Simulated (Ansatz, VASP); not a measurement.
**One calculation of Y3Si2F, two programs**

Contents of INCAR:

```
PREC = Accurate
ENCUT = 600
EDIFF = 1E-7
ISMEAR = 0
SIGMA = 0.1
LREAL = False
LASPH = True
NELM = 60
ALGO = Normal
ISIF = 3
LWAVE = False
LCHARG = False
GGA = PE
IBRION = 2
NSW = 90
EDIFFG = -0.04
```

The input KPOINTS:

```
Automatic mesh
0
Gamma
  3 3 6
```

The input POSCAR:

```
Y3Si2F
1.0
    6.1364624800      0.0000000000      0.0000000000
   -3.0682312400      5.3143324000      0.0000000000
    0.0000000000      0.0000000000      3.3220697600
Y Si F
3 2 1
Direct
    0.5000000000      0.0000000000      0.5000000000
    0.5000000000      0.5000000000      0.5000000000
    0.0000000000      0.5000000000      0.5000000000
    0.3333333300      0.6666666700      0.0000000000
    0.6666666700      0.3333333300      0.0000000000
    0.0000000000      0.0000000000      0.0000000000
```

Input for Ansatz:

```yaml
crystal:
  lattice:
    - [6.13646248, 0.0, 0.0]
    - [-3.06823124, 5.3143324, 0.0]
    - [0.0, 0.0, 3.32206976]
  atoms:
    - { symbol: "Y", position: [0.5, 0.0, 0.5] }
    - { symbol: "Y", position: [0.5, 0.5, 0.5] }
    - { symbol: "Y", position: [0.0, 0.5, 0.5] }
    - { symbol: Si, position: [0.33333333, 0.66666667, 0.0] }
    - { symbol: Si, position: [0.66666667, 0.33333333, 0.0] }
    - { symbol: F, position: [0.0, 0.0, 0.0] }
basis:
  ecutwfc: 420
kpoints:
  mp_grid: { grid: [3, 3, 6] }
hamiltonian:
  xc: pbe
scf:
  occupations: { method: gaussian, width: 0.1 }
  lower_state_search: "off"
output:
  forces: true
  stress: true
  eigenvalues: true
relax:
  adjacent_minimum: "off"
  f_tol: 0.04
  max_steps: 70
  cell: { stress_tol: 0.4 }
```

Change from the starting cell: species swapped into the SmB2Ru3 type (P6/mmm, No. 191).

Alike in both runs: task relaxation of cell and atoms; functional PBE; k mesh 3 × 3 × 6; occupations gaussian, width 0.1 eV; no spin polarisation.

```csv
,VASP,Ansatz
version,VASP 6.6.1,Ansatz 0.2.0
potentials or method,"VASP PAW PBE potentials, release 64 (Y_sv, Si, F)","scalar-relativistic, plane waves, PAW"
plane-wave cutoff (eV),600,420
valence electrons in the cell,48,48
```

```csv
,VASP,Ansatz,Ansatz less VASP
"gap on the k mesh at the Fermi level, each at its own relaxed structure (eV)",0.14,0.19,+0.048
relaxed volume (Å³/atom),29.78,30.15,+0.370
relaxed cell length with the largest relative difference (Å),7.397,7.445,+0.0484
energy change over the relaxation (meV/atom),-1436,-1457,-20.5
```

Caveats: the volume moved by over 15 % at a fixed basis, so the end points are rough (VASP); an odd mesh through Γ misses points on the zone boundary, where band edges often lie.
